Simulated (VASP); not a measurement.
An input for Ansatz (written as the equivalent of a VASP run, and not itself run):

Ansatz 0.2 input:
```yaml
crystal:
  lattice:
    - [4.2590499, 0.0000000, 0.0000000]
    - [0.0000000, 4.2590499, 0.0000000]
    - [0.0000000, 0.0000000, 4.2590499]
  atoms:
    - { symbol: Cu, position: [0.7500000, 0.2500000, 0.7500000] }
    - { symbol: Cu, position: [0.2500000, 0.7500000, 0.7500000] }
    - { symbol: Cu, position: [0.7500000, 0.7500000, 0.2500000] }
    - { symbol: Cu, position: [0.2500000, 0.2500000, 0.2500000] }
    - { symbol: O, position: [0.0000000, 0.0000000, 0.0000000] }
    - { symbol: O, position: [0.5000000, 0.5000000, 0.5000000] }
kpoints:
  mp_grid: { grid: [5, 5, 5] }
hamiltonian:
  xc: r2scan
  pseudopotentials: { kind: paw }
scf:
  occupations: { method: gaussian, width: 0.05 }
  max_iter: 100
relax:
  max_steps: 30
  f_tol: 0.001
output: { forces: true, stress: true, eigenvalues: true }
```

Translate this input to VASP (INCAR, KPOINTS, POSCAR, choice of POTCAR).

One answer among several that fit: 
File POSCAR:
```
Cu2O
1
    4.2590499431    -0.0000000000     0.0000000000
    0.0000000000     4.2590499431    -0.0000000000
    0.0000000000     0.0000000000     4.2590499431
Cu O
4 2
Direct
  0.7500000000   0.2500000000   0.7500000000
  0.2500000000   0.7500000000   0.7500000000
  0.7500000000   0.7500000000   0.2500000000
  0.2500000000   0.2500000000   0.2500000000
  0.0000000000   0.0000000000   0.0000000000
  0.5000000000   0.5000000000   0.5000000000
```

KPOINTS:
```
Automatic mesh
0
Gamma
5 5 5
0 0 0
```

### INCAR
```
# general
SYSTEM  = Cu2O
PREC    = Accurate
ENCUT   = 520
LREAL   = .FALSE.
LASPH   = .TRUE.

# electronic loop
EDIFF   = 1E-8
NELM    = 100
ALGO    = Normal
LMAXMIX = 4
LMIXTAU = .TRUE.

# smearing
ISMEAR  = 0
SIGMA   = 0.05

# functional
METAGGA = R2SCAN

# ions
IBRION  = 1
NSW     = 30
ISIF    = 2
EDIFFG  = -0.001

# output
LWAVE   = .FALSE.
LCHARG  = .FALSE.
```

POTCAR, in this order: Cu O (PBE.64 set). Program: vasp_std.

Limits of the translation: each code has its own PAW files, so the cut-off isn't converted (ENCUT is set for VASP's; basis.ecutwfc is left out, and Ansatz then takes the one that its files recommend); Ansatz stops its SCF on the density residual and VASP on the energy change (EDIFF).

The compound is Cu2O in the cuprite structure. It was relaxed first. The start is the result of an earlier pass.
